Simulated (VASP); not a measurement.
OSZICAR of a VASP run on Cu (fcc):

### OSZICAR
```
       N       E                     dE             d eps       ncg     rms          rms(c)
DAV:   1     0.336413335651E+02    0.33641E+02   -0.56216E+03  3646   0.206E+03
DAV:   2    -0.530710263786E+01   -0.38948E+02   -0.37043E+02  3523   0.194E+02
DAV:   3    -0.572103483885E+01   -0.41393E+00   -0.41301E+00  4192   0.288E+01
DAV:   4    -0.572396058255E+01   -0.29257E-02   -0.29255E-02  4317   0.215E+00
DAV:   5    -0.572399262143E+01   -0.32039E-04   -0.32038E-04  4237   0.182E-01    0.804E+00
DAV:   6    -0.508404212197E+01    0.63995E+00   -0.17421E+01  3687   0.101E+02    0.374E+00
DAV:   7    -0.472480298883E+01    0.35924E+00   -0.25948E+00  3728   0.390E+01    0.628E-01
DAV:   8    -0.470883903562E+01    0.15964E-01   -0.62864E-03  4036   0.135E+00    0.289E-01
DAV:   9    -0.470724493342E+01    0.15941E-02   -0.85182E-03  3991   0.199E+00    0.166E-02
DAV:  10    -0.470725675517E+01   -0.11822E-04   -0.31596E-05  5016   0.111E-01    0.436E-03
DAV:  11    -0.470725852606E+01   -0.17709E-05   -0.10015E-06  2358   0.137E-02    0.791E-04
DAV:  12    -0.470725852286E+01    0.32039E-08   -0.92647E-08  1896   0.713E-03
   1 F= -.43660392E+01 E0= -.43660229E+01  d E =-.436604E+01
       N       E                     dE             d eps       ncg     rms          rms(c)
DAV:   1    -0.527400997312E+01   -0.56675E+00   -0.11035E+01  3690   0.852E+01    0.637E+00
DAV:   2    -0.488030805650E+01    0.39370E+00   -0.86511E+00  3663   0.720E+01    0.238E+00
DAV:   3    -0.470562883875E+01    0.17468E+00   -0.12142E+00  3638   0.271E+01    0.822E-01
DAV:   4    -0.469088941361E+01    0.14739E-01   -0.11335E-02  4317   0.140E+00    0.660E-02
DAV:   5    -0.469067330059E+01    0.21611E-03   -0.16739E-03  3962   0.101E+00    0.325E-02
DAV:   6    -0.469066141463E+01    0.11886E-04   -0.57766E-05  4226   0.158E-01    0.105E-03
DAV:   7    -0.469066140160E+01    0.13033E-07   -0.14814E-07  2162   0.514E-03
   2 F= -.43659748E+01 E0= -.43660035E+01  d E =0.644508E-04
       N       E                     dE             d eps       ncg     rms          rms(c)
DAV:   1    -0.484137123747E+01   -0.15071E+00   -0.28277E+00  3673   0.464E+01    0.299E+00
DAV:   2    -0.474025235094E+01    0.10112E+00   -0.17883E+00  3673   0.319E+01    0.102E+00
DAV:   3    -0.470747734803E+01    0.32775E-01   -0.25737E-01  3660   0.126E+01    0.456E-01
DAV:   4    -0.470319189628E+01    0.42855E-02   -0.80482E-03  5041   0.147E+00    0.518E-02
DAV:   5    -0.470316107735E+01    0.30819E-04   -0.24542E-04  3838   0.372E-01    0.140E-02
DAV:   6    -0.470315851719E+01    0.25602E-05   -0.52436E-06  2928   0.422E-02    0.179E-03
DAV:   7    -0.470315851477E+01    0.24197E-08   -0.42886E-07  1886   0.102E-02
   3 F= -.43703313E+01 E0= -.43703331E+01  d E =-.429203E-02
```

**Question.** Which electronic solver shows in the log?

**Answer.** It is blocked Davidson (ALGO = Normal, or the opening steps of other solvers). The INCAR had ALGO = Normal.

**Question.** Can the final energy be trusted as converged?

**Answer.** The run converged. It stopped with EDIFF = 1E-6, NELM = 100, NSW = 40 and EDIFFG = -0.02 after 3 ionic steps (LDA (Ceperley-Alder, Perdew-Zunger), plane waves, VASP's LDA PAW potentials (set 64)). Energy and stress use the plane-wave basis of the starting cell.

The compound is Cu in the fcc structure. This run relaxes it under an external pressure of 5 GPa. Symmetry was kept, so distortions that lower it aren't found.
